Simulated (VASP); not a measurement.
OSZICAR of a VASP run on Zn$_{35}$FO$_{35}$:

**OSZICAR**
```
       N       E                     dE             d eps       ncg     rms          rms(c)
DAV:   1    -0.312469390001E+03   -0.31247E+03   -0.32127E-04  1504   0.589E-02    0.775E-02
RMM:   2    -0.312469428753E+03   -0.38752E-04   -0.38799E-04  1780   0.272E-02    0.158E-01
RMM:   3    -0.312469346788E+03    0.81965E-04   -0.12693E-04  1685   0.206E-02    0.312E-02
RMM:   4    -0.312469346973E+03   -0.18530E-06   -0.33587E-05  1559   0.717E-03    0.850E-03
RMM:   5    -0.312469348777E+03   -0.18040E-05   -0.11438E-05  1343   0.483E-03    0.387E-03
RMM:   6    -0.312469348889E+03   -0.11170E-06   -0.13844E-06  1083   0.187E-03
   1 F= -.31246935E+03 E0= -.31245650E+03  d E =-.256973E-01  mag=     3.0000
```

### Question
Which electronic solver shows in the log?

### Answer
It is blocked Davidson (ALGO = Normal, or the opening steps of other solvers) and then RMM-DIIS (ALGO = Fast or VeryFast). The INCAR had ALGO = Fast.

### Question
How was spin treated?

### Answer
Collinear spin (ISPIN = 2): the summary line carries one mag value, 3.00 μB in the cell.

### Question
Can the final energy be trusted as converged?

### Answer
Self-consistency was reached. It stopped with EDIFF = 1E-6, NELM = 100 (PBE GGA, plane waves, VASP's PBE PAW potentials (set 64)).   The supercell is sampled at Γ alone, which is coarse: total energies, pressure and levels can be off, energies of defects by several tenths of an eV.

The cell is a supercell with a defect, built from ZnO (wurtzite): F_O-vac_Zn. The total moment is imposed (NUPDOWN), so this need not be the lowest spin state.
